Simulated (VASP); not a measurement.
Here is the system:

```
CsCl
1.0
    4.07301     0.00000     0.00000
    0.00000     4.07301     0.00000
    0.00000     0.00000     4.07301
Cs Cl
1 1
Direct
  0.00000   0.00000   0.00000
  0.50000   0.50000   0.50000
```

Level of theory: PBEsol GGA, VASP's PBE PAW potentials (set 64) (plane waves; VASP). Numerical set-up: 480 eV cut-off, 6×6×6 Γ-centred mesh, Gaussian smearing of 0.050 eV, potentials Cs_sv Cl.

Energy and stress use the plane-wave basis of the starting cell.

Task: The ions, cell shape and volume at an external pressure of 2.0 GPa are relaxed. What does this cell relax into?

Result: 
```
CsCl
1.0
    3.95873     0.00000     0.00000
    0.00000     3.95873     0.00000
    0.00000     0.00000     3.95873
Cs Cl
1 1
Direct
  0.00000   0.00000   0.00000
  0.50000   0.50000   0.50000
```
Space group Pm-3m (221), at a tolerance of 0.03 Å.

Task: How do energy and volume change from the first to the last step?

Result: The energy (σ→0) changes by +15.3 meV/atom and the volume by -8.2 %, in 3 ionic steps.

The compound is CsCl in the CsCl type structure. This run relaxes it under an external pressure of 2 GPa. Symmetry was kept, so distortions that lower it aren't found.
